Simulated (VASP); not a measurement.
Consider the following.

```
NiO
1.0
    4.18666     2.08900     2.12034
    2.08900     4.18666     2.12034
    2.08900     2.08900     4.24946
Ni O
2 2
Cartesian
  0.00000   0.00000   0.00000
  4.18233   4.18233   4.24507
  2.09117   2.09117   2.12253
  6.27350   6.27350   6.36760
```
Starting moments (μB, in the order of the record's atoms Ni Ni O O): 1.4 -1.4 0.0 0.0.

Level of theory: PBE GGA, VASP's PBE PAW potentials (set 64) (plane waves; VASP 6.6.1). Settings: 600 eV cut-off, 8×8×8 Γ-centred mesh, Gaussian smearing of 0.050 eV, potentials Ni O.

Q: Give the stress tensor in GPa (positive for a compressed cell).

A: 
```
-1.93  -0.11  -0.11
-0.11  -1.93  -0.11
-0.11  -0.11  -4.89
```
The pressure is its mean diagonal, -2.92 GPa.

The compound is NiO in the rock salt, AFM-II order structure. This cell was strained or had an atom moved on purpose.
